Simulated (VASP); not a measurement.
Consider the following.

```xyz
2
Lattice="1.7762 -3.0764 0.0000 1.7762 3.0764 0.0000 0.0000 0.0000 5.4607" Properties=species:S:1:pos:R:3 pbc="T T T"
Er     1.7762     1.0255     1.3652
Er     1.7762    -1.0255     4.0956
```

Computed with optB88-vdW, VASP's PBE PAW potentials (set 64) (plane waves; VASP). Run with 520 eV cut-off, 13×13×8 Γ-centred mesh, tetrahedra with Blöchl corrections, potentials Er_3.

The 4f electrons are frozen in the core of the lanthanide potential, so 4f levels, which can set the real gap, and their magnetism are missing.

Q: Predict the energy per atom (σ→0), band gap (on the k-mesh) with the smallest direct gap where there is one.

A: 
```yaml
band gap (on the k-mesh): none (metal, semimetal or under 0.01 eV)
energy per atom (σ→0): -1.817 eV/atom
```

The absolute energy has meaning only against runs of the same code, potentials and settings.

The compound is Er in the hcp structure. It was relaxed first.
